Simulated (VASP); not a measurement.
```
CELL_PARAMETERS angstrom
     -2.12430     2.12430     4.52918
      2.12430    -2.12430     4.52918
      2.12430     2.12430    -4.52918
ATOMIC_POSITIONS crystal
  Hf 0.75000 0.25000 0.50000
  Hf 0.25000 0.75000 0.50000
  Hf 0.50000 0.50000 0.00000
  Hg 0.00000 0.00000 0.00000
```

All values below come from PBEsol GGA, VASP's PBE PAW potentials (set 64) (plane waves; VASP). Settings: 400 eV cut-off, Gaussian smearing of 0.050 eV, potentials Hf_pv Hg.

**Question.** Give the energies of bands 15 to 24 at the high-symmetry points, in eV from the Fermi level.

**Answer.** 
| band | Γ | X | P | N | M | S | R |
|---|---|---|---|---|---|---|---|
| 15 | -7.38 | -5.87 | -5.87 | -5.89 | -6.70 | -5.88 | -5.82 |
| 16 | -2.69 | -3.40 | -2.82 | -4.73 | -5.33 | -3.97 | -3.12 |
| 17 | -2.48 | -2.06 | -2.82 | -2.41 | -2.77 | -3.71 | -2.81 |
| 18 | -1.00 | -1.89 | -2.20 | -1.42 | -0.95 | -1.58 | -2.12 |
| 19 | -1.00 | -1.38 | -0.78 | -1.23 | -0.73 | -0.76 | -0.86 |
| 20 | -0.96 | -0.53 | -0.40 | -0.70 | -0.73 | -0.75 | -0.85 |
| 21 | 0.77 | -0.31 | -0.40 | -0.41 | -0.68 | -0.61 | -0.10 |
| 22 | 0.77 | 0.60 | 0.21 | 1.01 | 0.82 | 1.00 | 0.38 |
| 23 | 0.77 | 0.70 | 1.08 | 1.29 | 1.85 | 1.51 | 0.57 |
| 24 | 1.26 | 1.15 | 1.08 | 1.70 | 1.85 | 1.61 | 1.22 |

It has no gap at this level: it comes out as a metal or semimetal.

The structure comes from a computed database's Hf3Hg entry (I4/mmm); how it stands against other phases isn't given here. It was relaxed first.
